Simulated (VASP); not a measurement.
SnSe, 8 atoms in the cell. The structure is orthorhombic, space group Pnma (No. 62). The conventional cell has a = 11.420 Å, b = 4.190 Å, c = 4.460 Å, α = 90.00°, β = 90.00°, γ = 90.00°. Sn (site symmetry m) has 3 Se at 2.69 to 2.83 Å as nearest neighbours. Around Se (site symmetry m) lie 3 Sn at 2.69 to 2.83 Å. 

- Program: VASP 6.6.1
- Task: relaxation of cell and atoms
- Functional: PBE
- Dispersion: D3(BJ)
- Potentials or basis: VASP PAW PBE potentials, release 64 (Sn_d, Se)
- Cutoff: 600 eV
- k mesh: 4 × 8 × 8
- Occupations: gaussian, width 0.03 eV
- Spin: no spin polarisation
- Further INCAR settings: ALGO = Normal; EDIFF = 1e-06; IBRION = 2; EDIFFG = -0.01; NSW = 90; ISIF = 3

Potentials or basis: VASP PAW PBE potentials, release 64 (Sn_d, Se).

The run is started by

```sh
$ cat potpaw_PBE.64/Sn_d/POTCAR potpaw_PBE.64/Se/POTCAR > POTCAR
$ mpirun -np 2 vasp_std > vasp.out
```

Hardware: 2 MPI ranks on Intel(R) Xeon(R) Platinum 8488C (Sapphire Rapids), with other jobs on the host.

Question: How long does it take, and how much memory?

Answer: It took 53 min on 2 MPI ranks on Intel(R) Xeon(R) Platinum 8488C (Sapphire Rapids), with other jobs on the host, peak memory 0.88 GiB a rank. Counts: scf iterations 119, k points 75, ion steps 18.
